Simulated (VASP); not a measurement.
Computed with r2SCAN+rVV10, VASP's PBE PAW potentials (set 64) (plane waves; VASP).

A VASP calculation is set up with these files.

**KPOINTS**
```
Automatic mesh
0
Gamma
13 13 7
0 0 0
```

INCAR:
```
! general
SYSTEM   = Sc
PREC     = Accurate
ENCUT    = 520
LREAL    = .False.
LASPH    = .True.

! electronic loop
EDIFF    = 1E-7
NELM     = 100
ALGO     = Normal
LMAXMIX  = 4
LMIXTAU  = .True.

! smearing
ISMEAR   = 1
SIGMA    = 0.1

! functional
METAGGA  = R2SCAN
LUSE_VDW = .True.
BPARAM   = 11.95
CPARAM   = 0.0093

! ions
IBRION   = 2
NSW      = 30
ISIF     = 4
EDIFFG   = -0.01

! output
LWAVE    = .False.
LCHARG   = .False.
```

POSCAR:
```
Sc
1
    1.6779085062    -2.9062226947     0.0000000000
    1.6779085062     2.9062226947     0.0000000000
    0.0000000000     0.0000000000     5.2253639067
Sc
2
Direct
  0.3333330000   0.6666670000   0.2500000000
  0.6666670000   0.3333330000   0.7500000000
```

POTCAR, in this order: Sc_sv (PBE.64 set). Program: vasp_std.

Q: What will the output report for the number of irreducible k-points (NKPTS), largest plane-wave count, number of space-group operations, FFT grid (NGX, NGY, NGZ)?

A: 
The number of irreducible k-points (NKPTS) is 84, the largest plane-wave count comes out as 1389 and the number of space-group operations comes out as 24. The FFT grid (NGX, NGY, NGZ) is 28 × 28 × 40.

The compound is Sc in the hcp structure. This cell is one point of a volume scan, at 1.03 of the reference volume. Symmetry was kept, so distortions that lower it aren't found.
